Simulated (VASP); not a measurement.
```yaml
crystal:
  lattice:
    - [0.00000, 2.54500, 2.54500]
    - [2.54500, 0.00000, 2.54500]
    - [2.54500, 2.54500, 0.00000]
  atoms:
    - { symbol: Zr, position: [0.00000, 0.00000, 0.00000] }
    - { symbol: O, position: [0.25000, 0.25000, 0.25000] }
    - { symbol: O, position: [0.75000, 0.75000, 0.75000] }
```

The base run (VASP): PBE GGA, plane waves, VASP's PBE PAW potentials (set 64). Settings: 520 eV cut-off, 7×7×7 Γ-centred mesh, Gaussian smearing of 0.050 eV, potentials Zr_sv O.

One setting is varied; ΔE counts from the base run. The base run took about 7 core-seconds. The timings are rough (shared machines, no repeats); factors under 2 mean little.

Pressures at a finite cut-off, here 520 eV, hold a Pulay part, which wasn't tested here.

```json
[
 {"setting": "KPOINTS 2×2×2 Monkhorst-Pack mesh", "cost over the base run": "about 1/2", "electronic steps": "14", "ΔE (meV/atom)": "-23.9", "pressure (GPa)": "3.46"},
 {"setting": "KPOINTS 5×5×5 Monkhorst-Pack mesh", "cost over the base run": "within a factor of 2", "electronic steps": "14", "ΔE (meV/atom)": "0.0", "pressure (GPa)": "4.01"},
 {"setting": "KPOINTS 7×7×7 Monkhorst-Pack mesh", "cost over the base run": "within a factor of 2", "electronic steps": "14", "ΔE (meV/atom)": "0.0", "pressure (GPa)": "4.01"},
 {"setting": "base run", "cost over the base run": "reference", "electronic steps": "14", "ΔE (meV/atom)": "0.0", "pressure (GPa)": "4.01"},
 {"setting": "KPOINTS 9×9×9 Monkhorst-Pack mesh", "cost over the base run": "within a factor of 2", "electronic steps": "14", "ΔE (meV/atom)": "0.0", "pressure (GPa)": "4.01"}
]
```

Left out are runs that failed, have no time on record or changed the cell.

The compound is ZrO2 in the fluorite structure, the high-temperature cubic form, which is unstable at 0 K; the monoclinic form is the stable one. The cell was not relaxed at this level.
